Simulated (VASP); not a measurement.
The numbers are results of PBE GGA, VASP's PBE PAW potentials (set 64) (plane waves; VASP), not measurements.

Input for VASP

**POSCAR**
```
Hf
1
    3.1821620000     0.0000000000     0.0000000000
   -1.5910810000     2.7558330000     0.0000000000
    0.0000000000     0.0000000000    10.2386280000
Hf
4
Direct
  0.0108580000   0.0023110000  -0.0074750000
  0.0008100000   0.0024220000   0.4974680000
  0.3377790000   0.6702200000   0.2543280000
  0.6505540000   0.3250470000   0.7556790000
```

### INCAR
```
SYSTEM = Hf
PREC = Accurate; ENCUT = 300; LREAL = .False.
LASPH = .True.
EDIFF = 1E-8; NELM = 100; ALGO = Normal
LMAXMIX = 6
ISMEAR = -1; SIGMA = 0.05
GGA = PE
IBRION = 8; NSW = 1; ISIF = 2
LWAVE = .False.; LCHARG = .False.
LEPSILON = .False.
```

File KPOINTS:
```
Automatic mesh
0
gamma
  7 7 2
```

POTCAR, in this order: Hf_pv (PBE.64 set). Program: vasp_std.

Output of the run:

**OUTCAR**
```
 ion  position               nearest neighbor table
   1  0.011  0.002  0.993-   4 3.00   4 3.06   4 3.07   3 3.24   3 3.25   3 3.26
   2  0.001  0.002  0.497-   3 3.09   3 3.10   3 3.10   4 3.19   4 3.23   4 3.24
   3  0.338  0.670  0.254-   2 3.09   2 3.10   2 3.10   1 3.24   1 3.25   1 3.26
   4  0.651  0.325  0.756-   1 3.00   1 3.06   1 3.07   2 3.19   2 3.23   2 3.24
  LATTYP: Found a hexagonal cell.
 ALAT       =     3.1821620000
 C/A-ratio  =     3.2175068397
 Subroutine PRICEL returns:
 Original cell was already a primitive cell.
 Subroutine GETGRP returns: Found  1 space group operations
The static configuration has the point symmetry C_1 .
The dynamic configuration has the point symmetry C_1 .
 Subroutine INISYM returns: Found  1 space group operations
 Subroutine IBZKPT returns following result:
 Found     50 irreducible k-points:

 Following reciprocal coordinates:
            Coordinates               Weight
  0.000000  0.000000  0.000000      1.000000
  0.142857  0.000000  0.000000      2.000000
  0.000000  0.142857  0.000000      2.000000
 -0.142857  0.142857  0.000000      2.000000
  0.285714  0.000000  0.000000      2.000000
  0.000000  0.285714  0.000000      2.000000
...
```

### OSZICAR
```
...
RMM:  12    -0.277641790738E+00    0.12088E-05   -0.35671E-06  5268   0.947E-04    0.306E-04
RMM:  13    -0.277642018820E+00   -0.22808E-06   -0.15953E-06  5341   0.581E-04    0.258E-04
RMM:  14    -0.277642389900E+00   -0.37108E-06   -0.11414E-06  5102   0.391E-04    0.226E-04
RMM:  15    -0.277642432229E+00   -0.42328E-07   -0.15913E-06  5326   0.259E-04    0.280E-04
RMM:  16    -0.277642348336E+00    0.83893E-07   -0.48974E-07  5247   0.202E-04    0.469E-04
RMM:  17    -0.277642437760E+00   -0.89424E-07   -0.57164E-07  5187   0.148E-04    0.346E-04
RMM:  18    -0.277642500808E+00   -0.63049E-07   -0.53508E-07  5368   0.111E-04    0.249E-04
RMM:  19    -0.277642610721E+00   -0.10991E-06   -0.39284E-07  5271   0.939E-05    0.129E-04
RMM:  20    -0.277642622939E+00   -0.12218E-07   -0.30890E-07  5414   0.629E-05    0.119E-04
RMM:  21    -0.277642624481E+00   -0.15426E-08   -0.28465E-07  3988   0.451E-05    0.124E-04
RMM:  22    -0.277642620434E+00    0.40473E-08   -0.21775E-07  4872   0.366E-05    0.137E-04
 Linear response progress:
  Degree of freedom:  10/ 12
       N       E                     dE             d eps       ncg     rms          rms(c)
RMM:   1    -0.201872751774E+00   -0.20187E+00    0.45338E+00  2477   0.108E+01
RMM:   2    -0.208010154519E+00   -0.61374E-02   -0.45460E-02  3810   0.107E+00    0.597E-01
RMM:   3    -0.207775003056E+00    0.23515E-03   -0.10019E-02  4497   0.293E-01    0.240E-01
RMM:   4    -0.207626297208E+00    0.14871E-03   -0.12440E-03  5172   0.964E-02    0.171E-01
RMM:   5    -0.207450219742E+00    0.17608E-03   -0.26321E-04  4707   0.360E-02    0.130E-01
RMM:   6    -0.207229530827E+00    0.22069E-03   -0.61958E-05  4803   0.256E-02    0.617E-02
RMM:   7    -0.207068886224E+00    0.16064E-03   -0.57665E-05  4692   0.170E-02    0.165E-02
RMM:   8    -0.207062346679E+00    0.65395E-05   -0.55737E-05  4883   0.718E-03    0.805E-03
RMM:   9    -0.207048979931E+00    0.13367E-04   -0.42545E-05  5303   0.431E-03    0.268E-03
RMM:  10    -0.207048665528E+00    0.31440E-06   -0.28286E-05  5350   0.239E-03    0.117E-03
RMM:  11    -0.207049273412E+00   -0.60788E-06   -0.19117E-05  5351   0.151E-03    0.852E-04
RMM:  12    -0.207049945949E+00   -0.67254E-06   -0.12447E-05  5353   0.107E-03    0.704E-04
RMM:  13    -0.207051335544E+00   -0.13896E-05   -0.86351E-06  5231   0.846E-04    0.327E-04
RMM:  14    -0.207051335388E+00    0.15618E-09   -0.58041E-06  4995   0.550E-04    0.170E-04
RMM:  15    -0.207051294573E+00    0.40815E-07   -0.42096E-06  5333   0.389E-04    0.121E-04
RMM:  16    -0.207051413239E+00   -0.11867E-06   -0.28473E-06  5107   0.292E-04    0.107E-04
RMM:  17    -0.207051420574E+00   -0.73353E-08   -0.20931E-06  5373   0.215E-04    0.860E-05
RMM:  18    -0.207051555655E+00   -0.13508E-06   -0.14197E-06  5069   0.178E-04    0.449E-05
RMM:  19    -0.207051498912E+00    0.56743E-07   -0.10675E-06  4960   0.126E-04    0.429E-05
RMM:  20    -0.207051512391E+00   -0.13479E-07   -0.70057E-07  4917   0.913E-05    0.507E-05
RMM:  21    -0.207051488306E+00    0.24084E-07   -0.52309E-07  4962   0.738E-05    0.868E-05
RMM:  22    -0.207051527077E+00   -0.38770E-07   -0.37890E-07  4902   0.612E-05    0.629E-05
RMM:  23    -0.207051527245E+00   -0.16859E-09   -0.26659E-07  4960   0.460E-05    0.612E-05
RMM:  24    -0.207051534345E+00   -0.70996E-08   -0.20663E-07  4999   0.388E-05    0.576E-05
RMM:  25    -0.207051533690E+00    0.65494E-09   -0.14752E-07  3925   0.314E-05    0.652E-05
 Linear response progress:
  Degree of freedom:  11/ 12
       N       E                     dE             d eps       ncg     rms          rms(c)
RMM:   1    -0.202476574826E+00   -0.20248E+00    0.45086E+00  2449   0.108E+01
RMM:   2    -0.208180646491E+00   -0.57041E-02   -0.45215E-02  3795   0.107E+00    0.557E-01
RMM:   3    -0.207965264265E+00    0.21538E-03   -0.99538E-03  4490   0.293E-01    0.234E-01
RMM:   4    -0.207825325666E+00    0.13994E-03   -0.12510E-03  5138   0.964E-02    0.156E-01
RMM:   5    -0.207629351107E+00    0.19597E-03   -0.26240E-04  4731   0.376E-02    0.118E-01
RMM:   6    -0.207449485758E+00    0.17987E-03   -0.69698E-05  4896   0.234E-02    0.662E-02
RMM:   7    -0.207264390850E+00    0.18509E-03   -0.45234E-05  4597   0.178E-02    0.120E-02
RMM:   8    -0.207256522812E+00    0.78680E-05   -0.59937E-05  5052   0.754E-03    0.644E-03
RMM:   9    -0.207249638331E+00    0.68845E-05   -0.39344E-05  5324   0.397E-03    0.275E-03
RMM:  10    -0.207250359152E+00   -0.72082E-06   -0.27379E-05  5174   0.264E-03    0.124E-03
RMM:  11    -0.207250338111E+00    0.21040E-07   -0.18692E-05  5220   0.159E-03    0.889E-04
RMM:  12    -0.207250630813E+00   -0.29270E-06   -0.12807E-05  5260   0.118E-03    0.457E-04
RMM:  13    -0.207251418439E+00   -0.78763E-06   -0.93206E-06  5341   0.837E-04    0.284E-04
RMM:  14    -0.207251610953E+00   -0.19251E-06   -0.64987E-06  5204   0.590E-04    0.203E-04
RMM:  15    -0.207251723355E+00   -0.11240E-06   -0.48037E-06  5281   0.422E-04    0.102E-04
RMM:  16    -0.207251726822E+00   -0.34671E-08   -0.31289E-06  5149   0.305E-04    0.929E-05
RMM:  17    -0.207251739797E+00   -0.12974E-07   -0.25324E-06  5315   0.225E-04    0.449E-05
RMM:  18    -0.207251775296E+00   -0.35499E-07   -0.16367E-06  5265   0.172E-04    0.386E-05
RMM:  19    -0.207251774613E+00    0.68293E-09   -0.13148E-06  4856   0.126E-04    0.393E-05
RMM:  20    -0.207251794230E+00   -0.19617E-07   -0.91651E-07  4969   0.980E-05    0.482E-05
RMM:  21    -0.207251735632E+00    0.58598E-07   -0.73171E-07  4941   0.862E-05    0.120E-04
RMM:  22    -0.207251788540E+00   -0.52908E-07   -0.50103E-07  4757   0.703E-05    0.671E-05
RMM:  23    -0.207251792613E+00   -0.40724E-08   -0.40454E-07  4953   0.497E-05    0.652E-05
RMM:  24    -0.207251802781E+00   -0.10168E-07   -0.27550E-07  5005   0.409E-05    0.598E-05
RMM:  25    -0.207251802257E+00    0.52450E-09   -0.22164E-07  3855   0.324E-05    0.669E-05
 Linear response progress:
  Degree of freedom:  12/ 12
       N       E                     dE             d eps       ncg     rms          rms(c)
RMM:   1    -0.266389242931E+00   -0.26639E+00    0.50922E+00  2470   0.115E+01
RMM:   2    -0.278171133797E+00   -0.11782E-01   -0.48545E-02  3829   0.111E+00    0.899E-01
RMM:   3    -0.277821291901E+00    0.34984E-03   -0.77041E-03  4469   0.280E-01    0.560E-01
RMM:   4    -0.277096055678E+00    0.72524E-03   -0.24654E-03  4881   0.158E-01    0.438E-01
RMM:   5    -0.276878998156E+00    0.21706E-03   -0.16433E-04  4785   0.510E-02    0.253E-01
RMM:   6    -0.276681049886E+00    0.19795E-03   -0.12094E-04  5069   0.316E-02    0.153E-01
RMM:   7    -0.276457588874E+00    0.22346E-03   -0.68527E-05  4934   0.300E-02    0.287E-02
RMM:   8    -0.276413392792E+00    0.44196E-04    0.19473E-05  5285   0.120E-02    0.262E-02
RMM:   9    -0.276416438410E+00   -0.30456E-05   -0.70237E-06  4932   0.563E-03    0.136E-02
RMM:  10    -0.276417316986E+00   -0.87858E-06    0.71056E-07  5154   0.326E-03    0.342E-03
RMM:  11    -0.276415500952E+00    0.18160E-05    0.32994E-06  4945   0.158E-03    0.210E-03
RMM:  12    -0.276414335865E+00    0.11651E-05    0.59203E-07  5249   0.958E-04    0.486E-04
RMM:  13    -0.276414527223E+00   -0.19136E-06   -0.17129E-07  5281   0.599E-04    0.273E-04
RMM:  14    -0.276414739393E+00   -0.21217E-06    0.20622E-07  5096   0.386E-04    0.246E-04
RMM:  15    -0.276414969123E+00   -0.22973E-06   -0.24923E-07  5333   0.278E-04    0.121E-04
RMM:  16    -0.276414958246E+00    0.10877E-07   -0.90015E-08  5182   0.187E-04    0.712E-05
RMM:  17    -0.276414984837E+00   -0.26591E-07   -0.30468E-09  5132   0.135E-04    0.490E-05
RMM:  18    -0.276414996631E+00   -0.11794E-07   -0.78036E-08  5073   0.960E-05    0.459E-05
RMM:  19    -0.276414990225E+00    0.64059E-08   -0.28403E-08  4327   0.709E-05    0.756E-05
 Linear response finished
```

### OUTCAR
```
------------------------ aborting loop because EDIFF is reached ----------------------------------------

   1 f  =    3.821581 THz    24.011701 2PiTHz  127.474216 cm-1    15.804781 meV
             X         Y         Z           dx          dy          dz
      0.030875  0.006369 10.162094     0.022396    0.012573   -0.669697
     -0.001276  0.006675  5.093390    -0.011337   -0.006607    0.021863
      0.008493  1.847014  2.603970     0.006815   -0.000037   -0.087476
      1.552992  0.895775  7.737116    -0.018053   -0.006110    0.736298

   2 f  =    3.311361 THz    20.805892 2PiTHz  110.455099 cm-1    13.694681 meV
             X         Y         Z           dx          dy          dz
      0.030875  0.006369 10.162094     0.008354    0.006747   -0.134351
     -0.001276  0.006675  5.093390    -0.024756   -0.011786   -0.621456
      0.008493  1.847014  2.603970     0.018217    0.002947    0.770942
      1.552992  0.895775  7.737116    -0.001939    0.002068   -0.013209

   3 f  =    2.706065 THz    17.002710 2PiTHz   90.264625 cm-1    11.191382 meV
             X         Y         Z           dx          dy          dz
      0.030875  0.006369 10.162094     0.005515   -0.007482    0.530576
     -0.001276  0.006675  5.093390    -0.017028   -0.016952   -0.601657
      0.008493  1.847014  2.603970    -0.001286    0.009123   -0.385557
      1.552992  0.895775  7.737116     0.012592    0.015494    0.454638

   4 f  =    2.319054 THz    14.571046 2PiTHz   77.355314 cm-1     9.590832 meV
             X         Y         Z           dx          dy          dz
      0.030875  0.006369 10.162094     0.451973    0.299446    0.021296
     -0.001276  0.006675  5.093390     0.377177    0.245342   -0.022281
      0.008493  1.847014  2.603970    -0.348987   -0.227783    0.002823
      1.552992  0.895775  7.737116    -0.479396   -0.314863   -0.001634

   5 f  =    2.241537 THz    14.083992 2PiTHz   74.769624 cm-1     9.270248 meV
             X         Y         Z           dx          dy          dz
      0.030875  0.006369 10.162094    -0.266561    0.410934    0.007328
     -0.001276  0.006675  5.093390    -0.282038    0.425252   -0.005675
      0.008493  1.847014  2.603970     0.274554   -0.415006   -0.009525
      1.552992  0.895775  7.737116     0.274758   -0.419960    0.006955

   6 f  =    1.828591 THz    11.489374 2PiTHz   60.995217 cm-1     7.562440 meV
             X         Y         Z           dx          dy          dz
      0.030875  0.006369 10.162094    -0.315714   -0.222746   -0.020118
     -0.001276  0.006675  5.093390     0.420524    0.294724   -0.020466
      0.008493  1.847014  2.603970    -0.493939   -0.341687    0.017014
      1.552992  0.895775  7.737116     0.390493    0.268596    0.023215

   7 f  =    1.744554 THz    10.961353 2PiTHz   58.192043 cm-1     7.214891 meV
             X         Y         Z           dx          dy          dz
      0.030875  0.006369 10.162094    -0.254912    0.376527   -0.004870
     -0.001276  0.006675  5.093390     0.251530   -0.368617   -0.004872
      0.008493  1.847014  2.603970    -0.312585    0.443038    0.004908
      1.552992  0.895775  7.737116     0.315328   -0.447861    0.005118

   8 f  =    1.211432 THz     7.611649 2PiTHz   40.409008 cm-1     5.010076 meV
             X         Y         Z           dx          dy          dz
      0.030875  0.006369 10.162094    -0.505610   -0.215494    0.002225
     -0.001276  0.006675  5.093390     0.495519    0.209833   -0.019029
      0.008493  1.847014  2.603970     0.427043    0.189525    0.000471
      1.552992  0.895775  7.737116    -0.397306   -0.177732    0.016057

   9 f  =    1.198200 THz     7.528511 2PiTHz   39.967643 cm-1     4.955354 meV
             X         Y         Z           dx          dy          dz
      0.030875  0.006369 10.162094     0.218570   -0.501545   -0.003834
     -0.001276  0.006675  5.093390    -0.217881    0.494510   -0.003268
      0.008493  1.847014  2.603970    -0.181712    0.424073    0.003526
      1.552992  0.895775  7.737116     0.172753   -0.407336    0.002586

  10 f/i=    0.004693 THz     0.029488 2PiTHz    0.156545 cm-1     0.019409 meV
             X         Y         Z           dx          dy          dz
      0.030875  0.006369 10.162094    -0.004676    0.064634    0.496748
     -0.001276  0.006675  5.093390    -0.004720    0.064811    0.495783
      0.008493  1.847014  2.603970    -0.004405    0.064189    0.494712
      1.552992  0.895775  7.737116    -0.004241    0.064885    0.495894

  11 f/i=    0.007899 THz     0.049629 2PiTHz    0.263474 cm-1     0.032667 meV
             X         Y         Z           dx          dy          dz
      0.030875  0.006369 10.162094     0.073953   -0.492151    0.064837
     -0.001276  0.006675  5.093390     0.073410   -0.487584    0.064456
      0.008493  1.847014  2.603970     0.072818   -0.487319    0.064427
      1.552992  0.895775  7.737116     0.073739   -0.494253    0.064630

  12 f/i=    0.013119 THz     0.082427 2PiTHz    0.437591 cm-1     0.054254 meV
             X         Y         Z           dx          dy          dz
      0.030875  0.006369 10.162094     0.500503    0.073772   -0.005153
     -0.001276  0.006675  5.093390     0.488498    0.072450   -0.004957
      0.008493  1.847014  2.603970     0.489956    0.073504   -0.005059
      1.552992  0.895775  7.737116     0.499131    0.074039   -0.005132

 ELASTIC MODULI CONTR FROM IONIC RELAXATION (kBar)
 Direction    XX          YY          ZZ          XY          YZ          ZX
 --------------------------------------------------------------------------------
 XX        -198.5464    171.6079    -49.4540    -48.9737      2.7871      4.5290
 YY         171.6079   -211.2535    -36.8151     64.9918     -3.3731      1.8618
 ZZ         -49.4540    -36.8151   -123.2813    -12.9320      2.3632     11.1609
 XY         -48.9737     64.9918    -12.9320   -276.3419     -0.5650     -1.8847
 YZ           2.7871     -3.3731      2.3632     -0.5650    -49.0029     -6.3246
 ZX           4.5290      1.8618     11.1609     -1.8847     -6.3246    -27.1216
 --------------------------------------------------------------------------------
```
(Selected blocks of OUTCAR.)

At this cut-off the stress carries a Pulay error, which pulls relaxed volumes low.

The structure was generated: Hf was put into an ordered model structure, which need not be its known phase. The cell was not relaxed at this level, atoms are displaced from their ideal sites. The k-mesh is coarse (spacing up to 0.33 per Å, 2π included), so the numbers may not be converged in it. The run is one of a series of settings (EDIFF = 1E-8, IBRION = 8, LEPSILON = .FALSE., NSW = 1 against the base run), some of them coarse on purpose. VASP warned that the highest band is occupied, so more bands are needed.
